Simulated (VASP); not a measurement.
Here is the system:

```xyz
2
Lattice="0.0000 2.5700 2.5700 2.5700 0.0000 2.5700 2.5700 2.5700 0.0000" Properties=species:S:1:pos:R:3 pbc="T T T"
Li     0.0000     0.0000     0.0000
Cl     2.5700     2.5700     2.5700
```

Method: PBE GGA, VASP's PBE PAW potentials (set 64) (plane waves; VASP). Run with 520 eV cut-off, Gaussian smearing of 0.050 eV, potentials Li_sv Cl.

Give the energies of bands 3 to 8 at the high-symmetry points, in eV from the valence-band maximum.

| band | Γ | X | U | L | W |
|---|---|---|---|---|---|
| 3 | 0.00 | -2.87 | -2.46 | -2.79 | -2.10 |
| 4 | 0.00 | -1.09 | -1.76 | -0.26 | -2.10 |
| 5 | 0.00 | -1.09 | -0.82 | -0.26 | -1.05 |
| 6 | 6.30 | 7.87 | 8.08 | 6.75 | 9.53 |
| 7 | 11.93 | 8.30 | 9.92 | 9.49 | 10.12 |
| 8 | 11.93 | 12.38 | 11.41 | 9.49 | 10.42 |

The gap is indirect, 6.30 eV, from the valence maximum at K-Γ at 0.79 to the conduction minimum at Γ.

Measured: gap 9.40 eV (computed value off by -3.10 eV), as given by Wei Chen et al., Physical Review Materials (2018), doi:10.1103/physrevmaterials.2.073803.

The compound is LiCl in the rock salt structure. The cell was not relaxed at this level.
